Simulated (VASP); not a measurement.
A run of VASP 6.6.1:

The input INCAR:

```
PREC = Accurate
ENCUT = 600
EDIFF = 1E-7
ISMEAR = 0
SIGMA = 0.03
LREAL = False
LASPH = True
NELM = 80
ALGO = Normal
ISIF = 3
LWAVE = False
LCHARG = False
GGA = PS
IBRION = 2
NSW = 90
EDIFFG = -0.005
KPAR = 2
```

The input KPOINTS:

```
regular mesh
0
Gamma
  8 8 8
```

POSCAR

```
BaTiO3                                  
1.0
    3.9664534134      0.0000000000      0.0000000000
    0.0000000000      3.9664534134     -0.0000000000
    0.0000000000     -0.0000000000      4.0662622655
  Ba              Ti              O             
     1     1     3
Direct
     0.0000000000000000    0.0000000000000000    0.9986466701000166
     0.5000000000000000    0.5000000000000000    0.4820003778330460
     0.5000000000000000    0.5000000000000000    0.0290292087558446
     0.5000000000000000    0.0000000000000000    0.5166618716555496
     0.0000000000000000    0.5000000000000000    0.5166618716555496
```

Potentials or basis: VASP PAW PBE potentials, release 64 (Ba_sv, Ti_sv, O).

Launch:

```bash
$ cat potpaw_PBE.64/Ba_sv/POTCAR potpaw_PBE.64/Ti_sv/POTCAR potpaw_PBE.64/O/POTCAR > POTCAR
$ mpirun -np 2 vasp_std > vasp.out
```

Hardware: 2 MPI ranks on Intel(R) Xeon(R) Platinum 8175M CPU @ 2.50GHz (Skylake/Cascade Lake) (shared host).

Estimate the wall time of this run.

Wall time 97 s on 2 MPI ranks on Intel(R) Xeon(R) Platinum 8175M CPU @ 2.50GHz (Skylake/Cascade Lake), with other jobs on the host, peak memory 0.28 GiB a rank. Counts: scf iterations 25, k points 75, ion steps 2.
